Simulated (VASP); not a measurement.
Data:

```
CELL_PARAMETERS angstrom
      2.78121     0.00000     0.00000
      0.00000     2.78121     0.00000
      0.00000     0.00000     2.78121
ATOMIC_POSITIONS crystal
  Hf 0.00000 0.00000 0.00000
  N  0.50000 0.50000 0.50000
```

Level of theory: PBEsol GGA, VASP's PBE PAW potentials (set 64) (plane waves; VASP). Numerical set-up: 520 eV cut-off, Gaussian smearing of 0.050 eV, potentials Hf_pv N.

Unless said otherwise, spin-orbit coupling is left out, though it shifts the bands of the heavy elements here.

Question: What does the run give for the band gap (along the path) with the smallest direct gap where there is one?

Answer: 
| Item | Result |
|---|---|
| band gap (along the path) | none (metal, semimetal or under 0.01 eV) |

Total energies compare only between runs with the same potentials, cut-off and functional.

The structure was generated: HfN was put into the CsCl type (Pm-3m), which need not be its known phase. It was relaxed first, which changed the volume by -28 %. The electron count is odd and the run is not spin-polarised, which forces a metal.
